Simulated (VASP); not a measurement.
Consider the following.

```xyz
2
Lattice="1.4581 -2.5255 0.0000 1.4581 2.5255 0.0000 0.0000 0.0000 2.8439" Properties=species:S:1:pos:R:3 pbc="T T T"
W      0.0000     0.0000     0.0000
C      1.4581     0.8418     1.4220
```

These are rev-vdW-DF2, VASP's PBE PAW potentials (set 64) (plane waves; VASP) values and carry that method's errors. Settings: 520 eV cut-off, 16×16×14 Γ-centred mesh, tetrahedra with Blöchl corrections, potentials W_sv C.

Unless said otherwise, spin-orbit coupling is left out, though it shifts the bands of the heavy elements here.

### Question
Tabulate the total density of states (states/eV per cell) against energy (eV; zero at the valence-band maximum or, without a gap, the Fermi level).

### Answer

```
E (eV) | DOS (states/eV)
    -9.98 |  0.00
    -9.86 |  0.00
    -9.62 |  0.00
    -9.50 |  0.00
    -9.26 |  0.00
    -9.14 |  0.00
    -8.90 |  0.00
    -8.78 |  0.00
    -8.66 |  0.00
    -8.42 |  0.00
    -8.30 |  0.01
    -8.06 |  0.03
    -7.94 | # 0.04
    -7.82 | # 0.05
    -7.58 | # 0.06
    -7.46 | # 0.07
    -7.22 | # 0.09
    -7.10 | ## 0.12
    -6.86 | ########## 0.72
    -6.74 | ############# 0.95
    -6.62 | ################ 1.19
    -6.38 | ########################### 1.97
    -6.26 | ######################## 1.74
    -6.02 | ################# 1.24
    -5.90 | ############ 0.88
    -5.78 | ######### 0.63
    -5.54 | ######### 0.66
    -5.42 | ########## 0.69
    -5.18 | ######### 0.63
    -5.06 | ######## 0.61
    -4.82 | ########### 0.80
    -4.70 | ########### 0.82
    -4.58 | ############ 0.85
    -4.34 | ############## 1.03
    -4.22 | ################## 1.29
    -3.98 | ###################### 1.57
    -3.86 | #################### 1.48
    -3.74 | ################# 1.22
    -3.50 | ################### 1.40
    -3.38 | ###################### 1.57
    -3.14 | ######################### 1.81
    -3.02 | ####################### 1.69
    -2.78 | ######################### 1.81
    -2.66 | ########################## 1.89
    -2.54 | ############################## 2.19
    -2.30 | ############# 0.97
    -2.18 | ####### 0.49
    -1.94 | #### 0.31
    -1.82 | ######## 0.61
    -1.70 | ############## 1.00
    -1.46 | ############################# 2.15
    -1.34 | ####################### 1.69
    -1.10 | ################### 1.36
    -0.98 | ################## 1.30
    -0.74 | ################ 1.19
    -0.62 | ############# 0.94
    -0.50 | ######### 0.65
    -0.26 | ###### 0.40
    -0.14 | ##### 0.35
     0.10 | ### 0.24
     0.22 | ### 0.19
     0.34 | ### 0.18
     0.58 | ### 0.18
     0.70 | ### 0.20
     0.94 | #### 0.26
     1.06 | #### 0.29
     1.30 | ##### 0.40
     1.42 | ####### 0.50
     1.54 | ######## 0.60
     1.78 | ########## 0.70
     1.90 | ########## 0.71
     2.14 | ########## 0.75
     2.26 | ########### 0.80
     2.38 | ############ 0.88
     2.62 | ########## 0.75
     2.74 | ########## 0.72
     2.98 | ########## 0.70
     3.10 | ########## 0.72
     3.34 | ############ 0.84
     3.46 | ############## 0.99
```
Within 2 eV below the Fermi level the largest weight inside VASP's projection spheres is W d, then C p.

The compound is WC in the wc structure. It was relaxed first.
